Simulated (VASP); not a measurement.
Input for VASP

### POSCAR
```
LiH
1
    0.0000000000     2.0273911683     2.0273911683
    2.0273911683     0.0000000000     2.0273911683
    2.0273911683     2.0273911683    -0.0000000000
Li H
1 1
Direct
  0.0000000000   0.0000000000   0.0000000000
  0.5000000000   0.5000000000   0.5000000000
```

KPOINTS:
```
Automatic mesh
0
Gamma
12 12 12
0 0 0
```

INCAR:
```
ALGO  =  Normal
EDIFF  =  1E-7
ENCUT  =  520
GGA  =  RE
ISIF  =  2
ISMEAR  =  -5
LASPH  =  .True.
LCHARG  =  .True.
LORBIT  =  11
LREAL  =  .False.
LWAVE  =  .False.
NEDOS  =  601
NELM  =  100
PREC  =  Accurate
SYSTEM  =  LiH
```

POTCAR, in this order: Li_sv H (PBE.64 set). Program: vasp_std.

Task: Write an equivalent input for Quantum ESPRESSO's pw.x.

Result: One equivalent input (not run):
```
&CONTROL
  calculation = 'scf'
  pseudo_dir = './pseudo'
  outdir = './out'
  tprnfor = .true.
  tstress = .true.
/
&SYSTEM
  ibrav = 0
  nat = 2
  ntyp = 2
  ecutwfc = 74
  occupations = 'tetrahedra'
  input_dft = 'revpbe'
/
&ELECTRONS
  conv_thr = 7.3e-09
  electron_maxstep = 100
/
ATOMIC_SPECIES
  Li 6.940 Li.upf
  H 1.008 H.upf
CELL_PARAMETERS angstrom
     0.0000000    2.0273912    2.0273912
     2.0273912    0.0000000    2.0273912
     2.0273912    2.0273912   -0.0000000
ATOMIC_POSITIONS crystal
  Li   0.0000000  0.0000000  0.0000000
  H    0.5000000  0.5000000  0.5000000
K_POINTS automatic
  12 12 12 0 0 0
```
What does not carry over: the potentials are each code's own (VASP's PAW set, PseudoDojo norm-conserving files in pw.x), so ENCUT and ecutwfc are chosen apart and not converted; conv_thr bounds pw.x's estimated SCF error, while EDIFF bounds the energy change between steps.

The compound is LiH in the rock salt structure. It was relaxed first.
